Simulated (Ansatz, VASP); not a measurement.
# LaCuTe2: VASP beside Ansatz, part 2 of 2

One calculation is typed for both programs; each brings its own data sets and cutoff. How far apart do they land? The cell is invented: As first built, before any earlier steps moved the atoms (in the runner's words): it takes the LuCuTe2 structure with some of its atoms replaced by other elements, volume scaled by an estimate. It may not be a known or stable phase. The cell is taken from a series of VASP runs on this material, whose earlier steps may have relaxed, scaled or displaced it; both programs get it as it stands.

VASP 6.6.1 and Ansatz 0.2.0.

So far: The structure; Ansatz: band structure, PBE; VASP: band structure, PBE.

**4. Comparison**

Known differences besides the potentials themselves: the data sets hold 62 valence electrons in Ansatz (default PAW (the set named soft_2) files) and 34 in VASP; the cutoff is 420 eV in Ansatz and 400 eV in VASP; VASP leaves aspherical gradient terms in its spheres out (LASPH is not set), Ansatz keeps them. Total energies have different zeros and are not compared.

Both answers:

```tsv
quantity	Ansatz	VASP	difference
pressure (GPa)	0.09	-0.03	+0.12
gap over the path points (eV)	0.410	0.407	+0.003
```

Levels at points of the path, from each program's valence-band top (eV; 4 filled, then empty):

```tsv
k (reciprocal lattice)	Ansatz	VASP
0.000 0.000 0.000	-0.81 -0.68 -0.68 -0.41 1.89 1.91 2.11	-0.82 -0.67 -0.67 -0.40 1.88 1.96 2.15
0.133 0.000 0.000	-1.26 -0.98 -0.64 -0.17 1.51 1.82 2.00	-1.26 -0.98 -0.64 -0.17 1.51 1.84 2.03
0.300 0.000 0.000	-1.59 -1.37 -0.63 -0.59 0.73 1.84 1.98	-1.60 -1.38 -0.64 -0.59 0.73 1.88 2.03
0.467 0.000 0.000	-1.73 -1.72 -1.09 -0.66 0.46 1.93 2.02	-1.74 -1.73 -1.10 -0.67 0.46 1.98 2.08
0.467 0.067 0.000	-1.72 -1.68 -1.08 -0.66 0.61 1.93 2.01	-1.73 -1.69 -1.09 -0.67 0.61 1.98 2.07
0.411 0.178 0.000	-1.66 -1.60 -0.96 -0.68 1.20 1.93 1.95	-1.68 -1.61 -0.97 -0.69 1.21 1.98 2.00
0.356 0.289 0.000	-1.63 -1.60 -0.82 -0.78 1.50 1.89 1.92	-1.64 -1.61 -0.83 -0.79 1.53 1.94 1.97
0.289 0.289 0.000	-1.67 -1.57 -0.85 -0.73 1.48 1.83 1.98	-1.68 -1.58 -0.86 -0.74 1.51 1.87 2.03
0.178 0.178 0.000	-1.69 -1.36 -0.90 -0.20 1.30 1.48 2.05	-1.70 -1.37 -0.91 -0.20 1.31 1.50 2.11
0.067 0.067 0.000	-1.26 -0.82 -0.77 -0.14 1.70 1.72 2.03	-1.26 -0.82 -0.77 -0.14 1.72 1.73 2.06
```

At this near-relaxed geometry the largest component of a force difference is 12 meV/Å. Among the levels compared at these points, filled levels agree within 14 meV and empty ones within 59 meV. Ansatz's pressure holds a Pulay correction of 0.03 GPa; VASP's holds none.

**5. Ansatz: single point, PBE**

A single point gives forces, pressure and levels at one fixed geometry, so differences don't come from the geometry; what else differs is listed under the comparison.

The cell is taken from a series of VASP runs on this material, whose earlier steps may have relaxed, scaled or displaced it; both programs get it as it stands.

Contents of input.yaml:

```yaml
crystal:
  lattice:
    - [4.3602522996, 3.2e-09, 0.0]
    - [-2.1801256439, 3.7760892194, 0.0]
    - [0.0, 0.0, 6.9575258921]
  atoms:
    - { symbol: La, position: [0.0, 0.0, 0.0] }
    - { symbol: Te, position: [0.33333333, 0.66666667, 0.2880843361] }
    - { symbol: Te, position: [0.66666667, 0.33333333, 0.7119156639] }
    - { symbol: Cu, position: [0.0, 0.0, 0.5] }
hamiltonian:
  xc: pbe
  pseudopotentials: { kind: paw }
kpoints:
  mp_grid: { grid: [9, 9, 5] }
scf:
  occupations: { method: tetrahedron }
output:
  forces: true
  stress: true
```

The run is started by

```bash
$ ansatz run input.yaml --threads 2 --pin off --max-ram 4608MiB --backend cpu --events-out ev --progress --plain --runs-dir out
```

Numbers of over 12 decimals in the logs are rounded to 6 here.

The program printed:

```text
Warning: output.forces, output.stress, relax.cell or npt_langevin: where a Kohn–Sham band that disperses or a degenerate level is filled in part under the method tetrahedron, the forces or the stress that this run publishes need not agree with its energy (scf.occupations.method in the input reference, under Limitations); prefer a smearing scheme for the forces or the stress
[...]
k-point 0: bands = [... 27 lower, 9.3725, 9.4973, 9.4973, 9.7709, 12.0752, 12.0855, 12.2905, 12.2905, ... 3 higher]
  k-point 1: bands = [... 27 lower, 8.9442, 9.1424, 9.8763, 9.8763, 11.9055, 12.0824, 12.1557, 12.1557, ... 3 higher]
  k-point 2: bands = [... 27 lower, 8.5744, 8.5744, 10.1427, 10.1427, 11.6612, 11.9769, 11.9769, 12.0821, ... 3 higher]
  k-point 49: bands = [... 27 lower, 8.5602, 8.5602, 9.3709, 9.3709, 11.9119, 11.9119, 11.9307, 12.2112, ... 3 higher]
[key lines of the parts left out:]
SCF converged after 8 iterations
Free energy (F): -26838.589350 eV
Fermi energy:    10.142737 eV
P = ⅓ Tr σ = 0.0309 GPa (0.309 kbar)
```

The job ended after 6.5 s (2 threads of Arm Neoverse V2, shared host; peak memory 0.5 GiB).

The run ends at a pressure of 0.03 GPa, with forces up to 0.019 eV/Å.

**6. VASP: single point, PBE**

The same cell, functional, mesh and smearing now go to VASP, with its own data sets and cutoff.

Contents of INCAR:

```
SYSTEM = LaCuTe2
PREC = Accurate
ENCUT = 400
EDIFF = 1E-06
NELM = 100
ISMEAR = -5
SIGMA = 0.05
LREAL = .FALSE.
ALGO = Normal
GGA = PE
NBANDS = 31
LORBIT = 11
LWAVE = .FALSE.
LCHARG = .FALSE.
KPAR = 2
NEDOS = 2001
```

Contents of POSCAR:

```
LaCuTe2
1.0
    4.3602522996      0.0000000032      0.0000000000
   -2.1801256439      3.7760892194      0.0000000000
    0.0000000000      0.0000000000      6.9575258921
La Te Cu
1 2 1
Direct
    0.0000000000      0.0000000000      0.0000000000
    0.3333333300      0.6666666700      0.2880843361
    0.6666666700      0.3333333300      0.7119156639
    0.0000000000      0.0000000000      0.5000000000
```

Contents of KPOINTS:

```
Automatic mesh
0
Gamma
9 9 5
0 0 0
```

Potentials, in the order of the species: La, Te and Cu (PBE family, release 64).

The run is started by

```bash
$ mpirun -np 2 vasp_std
```

The program printed:

```text
[... set-up lines as in an earlier step ...]
 entering main loop
       N       E                     dE             d eps       ncg     rms          rms(c)
DAV:   1     0.244577547195E+03    0.24458E+03   -0.10266E+04  3108   0.109E+03
DAV:   2     0.155577564035E+02   -0.22902E+03   -0.20425E+03  3282   0.223E+02
DAV:   3    -0.175712408370E+02   -0.33129E+02   -0.30343E+02  3972   0.969E+01
DAV:   4    -0.200201922479E+02   -0.24490E+01   -0.24046E+01  5192   0.260E+01
[...]
DAV:  22    -0.183425741833E+02    0.51549E-04   -0.58147E-05  4705   0.188E-01    0.341E-02
DAV:  23    -0.183425644198E+02    0.97635E-05   -0.43293E-05  5001   0.846E-02    0.112E-02
DAV:  24    -0.183425646069E+02   -0.18706E-06   -0.43522E-06  2761   0.966E-03
   1 F= -.18342565E+02 E0= -.18342565E+02  d E =0.000000E+00
```

From OUTCAR (step 6):

```text
  Total       -0.0091600     -0.0091600      0.1107031     -0.0000000     -0.0000000      0.0000000
  in kB       -0.1281146     -0.1281146      1.5483232     -0.0000000     -0.0000000      0.0000000
  external PRESSURE =       0.4306980 kB  Pullay stress =       0.0000000 kB

 POSITION                                       TOTAL-FORCE (eV/Angst)
 -----------------------------------------------------------------------------------
      0.00000      0.00000      0.00000         0.000000      0.000000      0.000000
      0.00000      2.51739      2.00435        -0.000000      0.000000      0.008059
      2.18013      1.25870      4.95317         0.000000     -0.000000     -0.008059
      0.00000      0.00000      3.47876         0.000000      0.000000      0.000000
 -----------------------------------------------------------------------------------
    total drift:                               -0.000000     -0.000000      0.000000

  FREE ENERGIE OF THE ION-ELECTRON SYSTEM (eV)
  ---------------------------------------------------
  free  energy   TOTEN  =       -18.3425646069 eV

  energy  without entropy=      -18.3425646069  energy(sigma->0) =      -18.34256461

[... 1 part as in an earlier step ...]

[... 2 further parts left out ...]
[key lines of the parts left out:]
E-fermi :   6.5300
```

The run ends at a pressure of 0.04 GPa, with forces up to 0.0081 eV/Å.

**7. Differences**

Compared:

```tsv
quantity	Ansatz	VASP	difference
pressure (GPa)	0.03	0.04	-0.01
gap on the k mesh (eV)	0.477	0.475	+0.002
```

At this near-relaxed geometry the largest component of a force difference is 11 meV/Å. A gap on the mesh is an upper bound, since the band edges may lie between its points. Ansatz's pressure holds a Pulay correction of 0.03 GPa; VASP's holds none.

**8. Outcome**

| Property | Result |
| --- | --- |
| difference in gap over the path points (band structure, PBE) | 0.0028 eV |
| difference in gap on the k mesh (single point, PBE) | 0.0019 eV |

What this shows: The difference in gap over the path points is 0.0028 eV (band structure, PBE), within the 0.08 eV picked in this series as the mark of a large difference. Such differences can come from data sets, numerical settings and the points named under the comparisons, not from the functional's error against experiment.

[Lines on the potential files, build, host, timing and source positions are cut from VASP's logs without a mark.]

[Logs are printed without paths, hosts, clocks, repeated set-up lines and the standing remarks that a program may print on its own settings, such as how far it seeks lower states.]

[Hosts, paths, dates, database ids (printed as entryN), source tags and the programs' standing remarks are cut or masked in the printed files.]
